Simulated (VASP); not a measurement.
# HgSb: structure and properties in VASP

Aim: relax HgSb, then compute properties on the relaxed cell. The steps: first try, full relaxation (LDA), second relaxation, density, ELF and potential (LDA), band structure (LDA), density of states (LDA), zone-centre phonons (LDA) and bands along the symmetry lines (r2SCAN). The cell is invented: it takes the structure of COD entry 9008724, SnSb (space group 225 there), with some of its atoms replaced by other elements, volume scaled by an estimate. It may not be a known or stable phase. Left out of this account: at least 2 further runs (elastic: elastic constants of a metal on too coarse a mesh; relaxation: a spoilt try).

Calculated with VASP 6.6.1; LDA; plane waves and PAW (Hg, Sb), in the first sound run; inputs show where later runs differ.

The structure was built from a prototype and need not be the compound's stable phase.

### Step 1. Starting point

Before any relaxation, the start is as follows. Symmetry: Fm-3m, No. 225, cubic system. The conventional cell has a = 6.128 Å, b = 6.128 Å, c = 6.128 Å, α = 90.00°, β = 90.00°, γ = 90.00°. Nearest to Hg lie 6 Sb at 3.06 Å. Sb has 6 Hg at 3.06 Å nearest. It derives from SnSb. It takes the structure of COD entry 9008724, SnSb (space group 225 there), with some of its atoms replaced by other elements, volume scaled by an estimate. Farther neighbours are not listed.

### Step 2. First try

This run is made with a changed input; what comes of it follows.

INCAR

```
SYSTEM = HgSb
PREC = Accurate
ENCUT = 400
EDIFF = 1E-06
NELM = 69
ISMEAR = -1
SIGMA = 0.05
LREAL = .FALSE.
ALGO = Normal
GGA = CA
LORBIT = 11
LWAVE = .FALSE.
LCHARG = .FALSE.
IBRION = 2
NSW = 3
ISIF = 3
EDIFFG = -0.01
```

POSCAR

```
HgSb
1.0
    0.0000000000      3.0638440000      3.0638440000
    3.0638440000      0.0000000000      3.0638440000
    3.0638440000      3.0638440000      0.0000000000
Hg Sb
1 1
Direct
    0.0000000000      0.0000000000      0.0000000000
    0.5000000000      0.5000000000      0.5000000000
```

KPOINTS

```
Automatic mesh
0
Gamma
6 6 6
0 0 0
```

Potentials, in the order of the species: Hg and Sb (LDA family, release 64).

The run is started by

```console
$ mpirun -np 1 vasp_std
```

The program printed:

```text
[banner, memory and clock lines left out]
running    1 mpi-ranks, on    1 nodes
 distrk:  each k-point on    1 cores,    1 groups
 distr:  one band on    1 cores,    1 groups

 POSCAR found type information on POSCAR HgSb
 POSCAR found :  2 types and       2 ions
 LDA part: xc-table for (Slater(with rela. corr.)+CA(PZ))
 , standard interpolation
 POSCAR, INCAR and KPOINTS ok, starting setup
 FFT: planning ... GRIDC
 FFT: planning ... GRID_SOFT
 FFT: planning ... GRID
 WAVECAR not read
 entering main loop
       N       E                     dE             d eps       ncg     rms          rms(c)
DAV:   1     0.842936843830E+02    0.84294E+02   -0.63132E+03   400   0.964E+02
DAV:   2    -0.274803911657E+01   -0.87042E+02   -0.82211E+02   432   0.252E+02
DAV:   3    -0.559975497377E+01   -0.28517E+01   -0.28200E+01   460   0.500E+01
DAV:   4    -0.561591057884E+01   -0.16156E-01   -0.16153E-01   416   0.372E+00
DAV:   5    -0.561609583764E+01   -0.18526E-03   -0.18525E-03   460   0.408E-01    0.379E+00
DAV:   6    -0.543495908574E+01    0.18114E+00   -0.56532E-01   424   0.103E+01    0.329E+00
DAV:   7    -0.542867568953E+01    0.62834E-02   -0.43261E-02   412   0.173E+00    0.180E+00
DAV:   8    -0.542500989964E+01    0.36658E-02   -0.45668E-03   420   0.813E-01    0.108E-01
DAV:   9    -0.542485764727E+01    0.15225E-03   -0.54981E-04   448   0.299E-01    0.169E-02
DAV:  10    -0.542486105560E+01   -0.34083E-05   -0.43724E-05   452   0.656E-02    0.151E-02
DAV:  11    -0.542486150047E+01   -0.44487E-06   -0.45781E-07   292   0.692E-03
   1 F= -.54248615E+01 E0= -.54161085E+01  d E =-.542486E+01
 curvature:   0.00 expect dE= 0.000E+00 dE for cont linesearch  0.000E+00
 trial: gam= 0.00000 g(F)=  0.609E-61 g(S)=  0.405E+00 ort = 0.000E+00 (trialstep = 0.100E+01)
 search vector abs. value=  0.405E+00
 bond charge predicted
       N       E                     dE             d eps       ncg     rms          rms(c)
DAV:   1    -0.111846014084E+02   -0.57597E+01   -0.99612E+01   404   0.126E+02    0.163E+01
DAV:   2    -0.582961604597E+01    0.53550E+01   -0.21187E+01   404   0.701E+01    0.336E+00
DAV:   3    -0.565514222031E+01    0.17447E+00   -0.94589E-01   384   0.952E+00    0.190E+00
DAV:   4    -0.557708844737E+01    0.78054E-01   -0.25514E-01   400   0.260E+00    0.489E-01
DAV:   5    -0.557504067140E+01    0.20478E-02   -0.13665E-02   404   0.131E+00    0.452E-01
DAV:   6    -0.557500408590E+01    0.36586E-04   -0.12931E-03   440   0.316E-01    0.224E-01
DAV:   7    -0.557505250578E+01   -0.48420E-04   -0.78556E-04   404   0.309E-01    0.581E-02
DAV:   8    -0.557506573158E+01   -0.13226E-04   -0.10172E-04   420   0.964E-02    0.404E-02
DAV:   9    -0.557505933605E+01    0.63955E-05   -0.63089E-06   400   0.228E-02    0.141E-02
DAV:  10    -0.557505744822E+01    0.18878E-05   -0.84541E-06   416   0.300E-02    0.586E-03
DAV:  11    -0.557505751756E+01   -0.69339E-07   -0.51299E-07   208   0.608E-03
   2 F= -.55750575E+01 E0= -.55703577E+01  d E =-.150196E+00
 trial-energy change:   -0.150196  1 .order   -0.113471   -0.405240    0.178299
 step:   0.7628(harm=  0.6945)  dis= 0.00000  next Energy=    -5.595715 (dE=-0.171E+00)
 bond charge predicted
       N       E                     dE             d eps       ncg     rms          rms(c)
DAV:   1    -0.588046923907E+01   -0.30541E+00   -0.57214E+00   416   0.331E+01    0.453E+00
DAV:   2    -0.562180346146E+01    0.25867E+00   -0.71910E-01   388   0.138E+01    0.166E+00
DAV:   3    -0.560265563244E+01    0.19148E-01   -0.51322E-02   420   0.257E+00    0.145E+00
DAV:   4    -0.559738707171E+01    0.52686E-02   -0.99589E-03   384   0.797E-01    0.162E-01
DAV:   5    -0.559704892647E+01    0.33815E-03   -0.10832E-03   404   0.438E-01    0.838E-02
DAV:   6    -0.559699479000E+01    0.54136E-04   -0.20806E-04   392   0.122E-01    0.385E-02
DAV:   7    -0.559699027983E+01    0.45102E-05   -0.33339E-05   412   0.629E-02    0.117E-02
DAV:   8    -0.559699105558E+01   -0.77574E-06   -0.34474E-06   336   0.190E-02
   3 F= -.55969911E+01 E0= -.55918709E+01  d E =-.172130E+00
 curvature:  -0.33 expect dE=-0.286E-06 dE for cont linesearch -0.286E-06
 trial: gam=-0.00146 g(F)=  0.191E-62 g(S)=  0.868E-06 ort = 0.593E-03 (trialstep = 0.953E+00)
 search vector abs. value=  0.102E-09
 reached required accuracy - stopping structural energy minimisation
```

Elapsed: 7.8 s, on 1 MPI rank of Intel Xeon 6975P-C (Granite Rapids), shared host; peak memory 0.15 GiB.

The logs omit lines about the potential files and the build; timing stands in the text.

Parts of OUTCAR (step 2):

```text
ion  position               nearest neighbor table
   1  0.000  0.000  0.000-   2 3.06   2 3.06   2 3.06   2 3.06   2 3.06   2 3.06
   2  0.500  0.500  0.500-   1 3.06   1 3.06   1 3.06   1 3.06   1 3.06   1 3.06

  LATTYP: Found a face centered cubic cell.
 ALAT       =     6.1276880000

 Subroutine GETGRP returns: Found 48 space group operations
 (whereof 48 operations were pure point group operations)

The static configuration has the point symmetry O_h .

 Found     16 irreducible k-points:

   k-points           NKPTS =     16   k-points in BZ     NKDIM =     16   number of bands    NBANDS=     12

   dimension x,y,z NGX =    28 NGY =   28 NGZ =   28
   dimension x,y,z NGXF=    56 NGYF=   56 NGZF=   56

   ENCUT  =  400.0 eV  29.40 Ry    5.42 a.u.   7.07  7.07  7.07*2*pi/ulx,y,z

   NELECT =      17.0000    total number of electrons

 k-points in reciprocal lattice and weights: Automatic mesh
   0.00000000  0.00000000  0.00000000       0.005
   0.16666667  0.00000000  0.00000000       0.037
   0.33333333  0.00000000  0.00000000       0.037
   0.50000000  0.00000000  0.00000000       0.019
   0.16666667  0.16666667  0.00000000       0.028
   0.33333333  0.16666667  0.00000000       0.111
   0.50000000  0.16666667  0.00000000       0.111
  -0.33333333  0.16666667  0.00000000       0.111
  -0.16666667  0.16666667  0.00000000       0.056
[...]
-0.33333333  0.33333333  0.16666667       0.111
  -0.33333333  0.50000000  0.16666667       0.056

 average (electrostatic) potential at core
       1 -38.5265       2 -88.0889

 E-fermi :   5.5462

 k-point     1 :       0.0000    0.0000    0.0000
  band No.  band energies     occupation
    ...
      2      -1.7727      2.00000
      3      -1.7727      2.00000
      4      -1.7101      2.00000
      5      -1.7101      2.00000
      6      -1.7101      2.00000
      7       5.9823      0.00033
      8       5.9823      0.00033
      9       5.9823      0.00033
     10       6.4695      0.00000
     11      13.2981      0.00000
    ...

 k-point     2 :       0.1667    0.0000    0.0000
  band No.  band energies     occupation
    ...
      3      -1.8714      2.00000
      4      -1.7509      2.00000
      5      -1.6614      2.00000
      6      -1.6614      2.00000
      7       3.2964      2.00000
      8       6.2305      0.00000
      9       6.2305      0.00000
     10       8.6164      0.00000
     11      11.5097      0.00000
     12      12.1290      0.00000

 k-point     3 :       0.3333    0.0000    0.0000
  band No.  band energies     occupation
    ...
      3      -2.0675      2.00000
      4      -1.9286      2.00000
      5      -1.5494      2.00000
      6      -1.5494      2.00000
      7       0.7322      2.00000
      8       6.8355      0.00000
      9       6.8355      0.00000
     10       8.9651      0.00000
     11      10.3482      0.00000
     12      10.3482      0.00000

  Total       -0.0034633     -0.0034633     -0.0034633     -0.0000000      0.0000000      0.0000000
  in kB       -0.1102492     -0.1102492     -0.1102492     -0.0000000      0.0000000      0.0000000
  external PRESSURE =      -0.1102492 kB  Pullay stress =       0.0000000 kB

  energy-cutoff  :      400.00
  volume of cell :       50.33
      direct lattice vectors                 reciprocal lattice vectors
    -0.000000000  2.930442008  2.930442008    -0.170622725  0.170622725  0.170622725
     2.930442008 -0.000000000  2.930442008     0.170622725 -0.170622725  0.170622725
     2.930442008  2.930442008 -0.000000000     0.170622725  0.170622725 -0.170622725

 POSITION                                       TOTAL-FORCE (eV/Angst)
 -----------------------------------------------------------------------------------
      0.00000     -0.00000      0.00000         0.000000      0.000000      0.000000
      2.93044      2.93044      2.93044        -0.000000      0.000000     -0.000000
 -----------------------------------------------------------------------------------
    total drift:                               -0.000000      0.000000      0.000000

  FREE ENERGIE OF THE ION-ELECTRON SYSTEM (eV)
  ---------------------------------------------------
  free  energy   TOTEN  =        -5.5969910556 eV

  energy  without entropy=       -5.5867507100  energy(sigma->0) =       -5.59187088

 reached required accuracy - stopping structural energy minimisation

 total charge
# of ion       s       p       d       tot
------------------------------------------
    1        0.852   0.436   9.279  10.568
    2        1.213   1.142   0.040   2.394
--------------------------------------------------
tot          2.065   1.578   9.319  12.962

[... 3 further parts left out ...]
```

CONTCAR:

```
HgSb
   1.00000000000000
    -0.0000000000000000    2.9304420075427182    2.9304420075427182
     2.9304420075427182   -0.0000000000000000    2.9304420075427182
     2.9304420075427182    2.9304420075427182   -0.0000000000000000
  Hg              Sb
     1     1
Direct
     0.0000000000000000    0.0000000000000000    0.0000000000000000
     0.5000000000000000    0.5000000000000000    0.5000000000000000
```

The run converged. In volume (within 0.3 %) and energy (within 2 meV an atom) it ends like the sound relaxation.

Settings moved from the usual: NELM = 69 and NSW = 3.

### Step 3. Full relaxation (LDA)

Properties are meant for the cell that this level of theory prefers, so cell and atoms are relaxed first (ISIF = 3) until forces and stress are small; EDIFFG sets the threshold.

INCAR: that of step 2 with these lines changed.

```diff
@@ -4,3 +4,3 @@
 EDIFF = 1E-06
-NELM = 69
+NELM = 100
 ISMEAR = -1
@@ -14,3 +14,3 @@
 IBRION = 2
-NSW = 3
+NSW = 60
 ISIF = 3
```

POSCAR is that of step 2.

KPOINTS is that of step 2.

The run is started by

```console
$ mpirun -np 1 vasp_std
```

The program printed:

```text
[... set-up lines as in an earlier step ...]
 entering main loop
       N       E                     dE             d eps       ncg     rms          rms(c)
[... 11 cycles as in an earlier step ...]
   1 F= -.54248615E+01 E0= -.54161085E+01  d E =-.542486E+01
 curvature:   0.00 expect dE= 0.000E+00 dE for cont linesearch  0.000E+00
 trial: gam= 0.00000 g(F)=  0.609E-61 g(S)=  0.405E+00 ort = 0.000E+00 (trialstep = 0.100E+01)
 search vector abs. value=  0.405E+00
 bond charge predicted
       N       E                     dE             d eps       ncg     rms          rms(c)
[... 11 cycles as in an earlier step ...]
   2 F= -.55750575E+01 E0= -.55703577E+01  d E =-.150196E+00
 trial-energy change:   -0.150196  1 .order   -0.113471   -0.405240    0.178299
 step:   0.7628(harm=  0.6945)  dis= 0.00000  next Energy=    -5.595715 (dE=-0.171E+00)
 bond charge predicted
       N       E                     dE             d eps       ncg     rms          rms(c)
[... 8 cycles as in an earlier step ...]
   3 F= -.55969911E+01 E0= -.55918709E+01  d E =-.172130E+00
 curvature:  -0.33 expect dE=-0.286E-06 dE for cont linesearch -0.286E-06
 trial: gam=-0.00146 g(F)=  0.191E-62 g(S)=  0.868E-06 ort = 0.593E-03 (trialstep = 0.953E+00)
 search vector abs. value=  0.102E-09
 reached required accuracy - stopping structural energy minimisation
```

The job ended after 8 s (1 MPI rank; peak memory 0.15 GiB).

From OUTCAR (step 3):

```text
The static configuration has the point symmetry O_h .

 Found     16 irreducible k-points:

   NELECT =      17.0000    total number of electrons

 E-fermi :   5.5462

[... 21 parts as in an earlier step ...]
```

CONTCAR:

```
HgSb
   1.00000000000000
    -0.0000000000000000    2.9304420075427182    2.9304420075427182
     2.9304420075427182   -0.0000000000000000    2.9304420075427182
     2.9304420075427182    2.9304420075427182   -0.0000000000000000
  Hg              Sb
     1     1
Direct
     0.0000000000000000    0.0000000000000000    0.0000000000000000
     0.5000000000000000    0.5000000000000000    0.5000000000000000
```

This run has no spin polarisation. Its electron count is odd, so without a moment it is a metal by construction. The k-mesh is coarse for a metal. After so large a change of volume the plane waves of the start cell no longer fit, so the final stress carries a basis-set error. The run keeps the 48 symmetry operations of its start, so it cannot find a distortion of lower symmetry.

Relaxation path:

```tsv
step	energy less that of the first step (eV)	largest force (eV/Å)	pressure (GPa)	volume (Å³)
1	0.0000	0.0000	-6.59	57.52
2	-0.1502	0.0000	3.46	48.22
3	-0.1721	0.0000	-0.01	50.33
```

```tsv
conventional cell, symmetrised	before	after	change
a (Å)	6.128	5.861	-4.4 %
b (Å)	6.128	5.861	-4.4 %
c (Å)	6.128	5.861	-4.4 %
volume (Å³/atom)	28.76	25.17	-12.5 %
```

The relaxed structure:

```cif
data_structure
_symmetry_space_group_name_H-M 'P 1'
_symmetry_Int_Tables_number 1
_cell_length_a 4.1443
_cell_length_b 4.1443
_cell_length_c 4.1443
_cell_angle_alpha 60.000
_cell_angle_beta 60.000
_cell_angle_gamma 60.000
_cell_volume 50.33
loop_
_atom_site_label
_atom_site_type_symbol
_atom_site_fract_x
_atom_site_fract_y
_atom_site_fract_z
_atom_site_occupancy
Hg1 Hg 0.00000 0.00000 0.00000 1
Sb2 Sb 0.50000 0.50000 0.50000 1
```

Numbers from this step:

```
electrons                              : 17
bands                                  : 12
irreducible k-points                   : 16
symmetry operations                    : 48
free energy (TOTEN)                    : -5.597 eV
energy at zero smearing                : -5.592 eV
Fermi energy                           : 5.546 eV
pressure                               : -0.01102 GPa
metallic, judged on the points sampled : yes
SCF cycles over all ionic steps        : 30
```

It ends with forces that vanish by symmetry and a pressure of -0.01 GPa.

[end of part 1 of 4]

[Lines on the potential files, build, host, timing and source positions are cut from VASP's logs without a mark.]

[Logs are printed without paths, hosts, clocks, repeated set-up lines and the standing remarks that a program may print on its own settings, such as how far it seeks lower states.]

[Hosts, paths, dates, database ids (printed as entryN), source tags and the programs' standing remarks are cut or masked in the printed files.]

[A measured line is paired with the nearest computed mode of its activity, which favours agreement.]

[In band tables of VASP the shares of atoms and orbitals are scaled to a sum of 1 inside the atoms' spheres.]
